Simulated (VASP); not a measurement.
Given:

```xyz
2
Lattice="0.0000 2.9052 2.9052 2.9052 0.0000 2.9052 2.9052 2.9052 0.0000" Properties=species:S:1:pos:R:3 pbc="T T T"
W      0.0000     0.0000     0.0000
P      2.9052     2.9052     2.9052
```

Level of theory: r2SCAN meta-GGA, VASP's PBE PAW potentials (set 64) (plane waves; VASP). Numerical set-up: 400 eV cut-off, 10×10×10 Γ-centred mesh, first-order Methfessel-Paxton smearing of 0.10 eV, potentials W_sv P.

Energy and stress use the plane-wave basis of the starting cell.

Task: The ions, cell shape and volume are relaxed. Predict the relaxed structure.

Result: 
```xyz
2
Lattice="0.0000 2.4714 2.4714 2.4714 0.0000 2.4714 2.4714 2.4714 0.0000" Properties=species:S:1:pos:R:3 pbc="T T T"
W      0.0000     0.0000     0.0000
P      2.4714     2.4714     2.4714
```
Space group Fm-3m (225), at a tolerance of 0.03 Å.

Task: How do energy and volume change from the first to the last step?

Result: The energy (σ→0) changes by -1626.5 meV/atom and the volume by -38.4 %, in 7 ionic steps.

```
step  E(σ→0) (eV)  max force (eV/Å)  pressure (GPa)  volume (Å³)
----  -----------  ----------------  --------------  -----------
1        -56.1774             0.000          -35.03        49.04
2        -54.6505             0.000          213.87        19.98
3        -59.3891             0.000           -8.99        31.60
4        -59.4231             0.000           -3.97        30.77
5        -59.4303             0.000            0.16        30.17
6        -59.4303             0.000           -0.27        30.23
7        -59.4303             0.000           -0.01        30.19
```

The structure was generated: WP was put into the rock salt type (Fm-3m), which need not be its known phase. This run relaxes it. Symmetry was kept, so distortions that lower it aren't found. The electron count is odd and the run is not spin-polarised, which forces a metal. VASP warned that the highest band is occupied, so more bands are needed.
